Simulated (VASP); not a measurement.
```
CELL_PARAMETERS angstrom
      4.12000     0.00000     0.00000
      0.00000     4.12000     0.00000
      0.00000     0.00000     4.12000
ATOMIC_POSITIONS crystal
  Cs 0.00000 0.00000 0.00000
  Cl 0.50000 0.50000 0.50000
```

Method: PBE GGA with D3 dispersion (zero damping), VASP's PBE PAW potentials (set 64) (plane waves; VASP). Settings: 520 eV cut-off, 6×6×6 Γ-centred mesh, Gaussian smearing of 0.050 eV, potentials Cs_sv Cl.

Energy and stress use the plane-wave basis of the starting cell.

The ions, cell shape and volume are relaxed. Predict the relaxed structure.

```
CELL_PARAMETERS angstrom
      4.20453     0.00000     0.00000
      0.00000     4.20453     0.00000
      0.00000     0.00000     4.20453
ATOMIC_POSITIONS crystal
  Cs 0.00000 0.00000 0.00000
  Cl 0.50000 0.50000 0.50000
```
Space group Pm-3m (221), at a tolerance of 0.03 Å.

How do energy and volume change from the first to the last step?

The energy (σ→0) changes by -6.7 meV/atom and the volume by +6.3 %, in 3 ionic steps.

```tsv
step	E(σ→0) (eV)	max force (eV/Å)	pressure (GPa)	volume (Å³)
1	-7.0015	0.000	1.05	69.93
2	-7.0124	0.000	0.44	72.29
3	-7.0149	0.000	-0.03	74.33
```

The compound is CsCl in the CsCl type structure. This run relaxes it. Symmetry was kept, so distortions that lower it aren't found.
